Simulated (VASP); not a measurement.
Input:

```
Mo
1.0
   -1.62740     1.62740     1.62740
    1.62740    -1.62740     1.62740
    1.62740     1.62740    -1.62740
Mo
1
Direct
  0.00000   0.00000   0.00000
```

These are PBE GGA, VASP's PBE PAW potentials (set 64) (plane waves; VASP) values and carry that method's errors. Run with 480 eV cut-off, 16×16×16 Γ-centred mesh, first-order Methfessel-Paxton smearing of 0.10 eV, potentials Mo_sv.

Problem. Give the stress tensor in GPa (positive for a compressed cell).

Solution. 
```
-18.73    0.00    0.00
  0.00  -18.73    0.00
  0.00    0.00  -18.73
```
The pressure is its mean diagonal, -18.73 GPa.

The compound is Mo in the bcc structure. This cell was strained or had an atom moved on purpose.
